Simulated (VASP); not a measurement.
```
CELL_PARAMETERS angstrom
      0.00000     2.41453     2.41453
      2.41453     0.00000     2.41453
      2.41453     2.41453     0.00000
ATOMIC_POSITIONS crystal
  Na 0.00000 0.00000 0.00000
  H  0.50000 0.50000 0.50000
```

The numbers are results of PW91 GGA, VASP's PBE PAW potentials (set 64) (plane waves; VASP 6.6.1), not measurements. Run with 520 eV cut-off, Gaussian smearing of 0.050 eV, potentials Na_pv H.

### Question
Give the energies of bands 4 to 7 at the high-symmetry points, in eV from the valence-band maximum.

### Answer

```json
[
 {"band": "4", "Γ": "-3.60", "X": "-0.17", "U": "-0.11", "L": "-0.85", "W": "0.00"},
 {"band": "5", "Γ": "10.46", "X": "4.67", "U": "5.37", "L": "3.81", "W": "6.07"},
 {"band": "6", "Γ": "15.66", "X": "10.10", "U": "6.40", "L": "10.83", "W": "6.07"},
 {"band": "7", "Γ": "15.66", "X": "10.71", "U": "11.30", "L": "13.42", "W": "8.42"}
]
```

The gap is indirect, 3.81 eV, from the valence maximum at W to the conduction minimum at L.

The compound is NaH in the rock salt structure. It was relaxed first.
